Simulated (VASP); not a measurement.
Level of theory: LDA (Ceperley-Alder, Perdew-Zunger), VASP's LDA PAW potentials (set 64) (plane waves; VASP).

VASP input:

POSCAR:
```
C
2.4564530
  0.8660129056  -0.5000217794   0.0000000000
  0.8660129056   0.5000217794   0.0000000000
 -0.5614066298   0.0000000000   1.4259727339
C
2
Cart
  1.4433505034  -0.0000000000   0.0001283375
 -0.2727313220   0.0000000000   1.4258443963
```

### INCAR
```
SYSTEM  =  C
PREC  =  Accurate; ENCUT  =  400; LREAL  =  .False.
LASPH  =  .True.
EDIFF  =  1E-6; NELM  =  100; ALGO  =  Normal
ISMEAR  =  0; SIGMA  =  0.05
ISIF  =  2
LWAVE  =  .False.; LCHARG  =  .False.
```

### KPOINTS
```
Automatic mesh
0
Gamma
16 16 9
0 0 0
```

POTCAR, in this order: C (LDA.64 set). Program: vasp_std.

At this cut-off the stress carries a Pulay error, which pulls relaxed volumes low.

Q: Estimate the energy per atom (σ→0), pressure.

A: 
```json
{
  "energy per atom (σ→0)": "-10.119 eV/atom",
  "pressure": "-5.23 GPa"
}
```

OSZICAR:
```
...
DAV:   5    -0.216347689528E+02   -0.16237E-06   -0.16234E-06 11864   0.915E-03    0.659E+00
DAV:   6    -0.205735923749E+02    0.10612E+01   -0.11814E+00 11712   0.755E+00    0.378E+00
DAV:   7    -0.202394709628E+02    0.33412E+00   -0.12081E+00 13280   0.754E+00    0.103E+00
DAV:   8    -0.202384485368E+02    0.10224E-02   -0.11974E-02 12360   0.966E-01    0.103E-01
DAV:   9    -0.202381457991E+02    0.30274E-03   -0.84045E-04 14192   0.208E-01    0.523E-02
DAV:  10    -0.202381524365E+02   -0.66373E-05   -0.60869E-05 12760   0.616E-02    0.235E-02
DAV:  11    -0.202381518546E+02    0.58190E-06   -0.19617E-06 13120   0.120E-02
   1 F= -.20238152E+02 E0= -.20238152E+02  d E =-.131653E-16
```

The structure comes from a computed database's C entry; how it stands against other phases isn't given here. The cell was not relaxed at this level. The run is one of a series of settings (GGA removed, POTCAR C (LDA.64 set) against the base run), some of them coarse on purpose.
